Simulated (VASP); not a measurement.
Level of theory: PBE GGA, VASP's PBE PAW potentials (set 64) (plane waves; VASP 6.6.1).

VASP ran on this input.

KPOINTS:
```
Automatic mesh
0
Gamma
10 10 10
0 0 0
```

POSCAR:
```
Pb
1
    0.0000000000     2.4750000000     2.4750000000
    2.4750000000     0.0000000000     2.4750000000
    2.4750000000     2.4750000000     0.0000000000
Pb
1
Direct
  0.0000000000   0.0000000000   0.0000000000
```

**INCAR**
```
ALGO  =  Normal
EDIFF  =  1E-6
ENCUT  =  400
GGA  =  PE
ISIF  =  2
ISMEAR  =  1
LASPH  =  T
LCHARG  =  F
LMAXMIX  =  4
LREAL  =  F
LWAVE  =  F
NELM  =  100
PREC  =  Accurate
SIGMA  =  0.1
SYSTEM  =  Pb
```

POTCAR, in this order: Pb_d (PBE.64 set). Program: vasp_std.

What VASP printed:

File OSZICAR:
```
       N       E                     dE             d eps       ncg     rms          rms(c)
DAV:   1     0.964140369615E+02    0.96414E+02   -0.64475E+03  1040   0.123E+03
DAV:   2     0.830788261939E+00   -0.95583E+02   -0.93816E+02  1067   0.304E+02
DAV:   3    -0.346213291080E+01   -0.42929E+01   -0.42620E+01  1201   0.766E+01
DAV:   4    -0.355873019355E+01   -0.96597E-01   -0.96578E-01  1291   0.128E+01
DAV:   5    -0.356205128233E+01   -0.33211E-02   -0.33210E-02  1256   0.203E+00    0.533E-01
DAV:   6    -0.355247577635E+01    0.95755E-02   -0.15001E-02  1267   0.239E+00    0.267E-01
DAV:   7    -0.355018595437E+01    0.22898E-02   -0.67705E-03  1226   0.150E+00    0.911E-02
DAV:   8    -0.355012327296E+01    0.62681E-04   -0.39158E-04  1233   0.377E-01    0.986E-03
DAV:   9    -0.355012074338E+01    0.25296E-05   -0.10505E-05  1346   0.617E-02    0.495E-03
DAV:  10    -0.355011970820E+01    0.10352E-05   -0.93445E-07   688   0.993E-03    0.392E-04
DAV:  11    -0.355011978153E+01   -0.73339E-07   -0.10940E-07   616   0.667E-03
   1 F= -.35501198E+01 E0= -.35496853E+01  d E =-.130354E-02
```

**OUTCAR**
```
------------------------ aborting loop because EDIFF is reached ----------------------------------------
  FORCE on cell =-STRESS in cart. coord.  units (eV):
  Direction    XX          YY          ZZ          XY          YZ          ZX
  --------------------------------------------------------------------------------------
  Total        0.3829245      0.3829245      0.3829245      0.0000000      0.0000000     -0.0000000
  in kB       20.2333647     20.2333647     20.2333647      0.0000000      0.0000000     -0.0000000
  external PRESSURE =      20.2333647 kB  Pullay stress =       0.0000000 kB
  volume of cell :       30.32
      direct lattice vectors                 reciprocal lattice vectors
     0.000000000  2.475000000  2.475000000    -0.202020202  0.202020202  0.202020202
     2.475000000  0.000000000  2.475000000     0.202020202 -0.202020202  0.202020202
     2.475000000  2.475000000  0.000000000     0.202020202  0.202020202 -0.202020202
 POSITION                                       TOTAL-FORCE (eV/Angst)
 -----------------------------------------------------------------------------------
      0.00000      0.00000      0.00000        -0.000000     -0.000000     -0.000000
 -----------------------------------------------------------------------------------
    total drift:                                0.000000      0.000000     -0.000000
  FREE ENERGIE OF THE ION-ELECTRON SYSTEM (eV)
  ---------------------------------------------------
  free  energy   TOTEN  =        -3.5501197815 eV

  energy  without entropy=       -3.5488162420  energy(sigma->0) =       -3.54968527
```
(Selected blocks of OUTCAR.)

The compound is Pb in the fcc structure. The cell was not relaxed at this level.
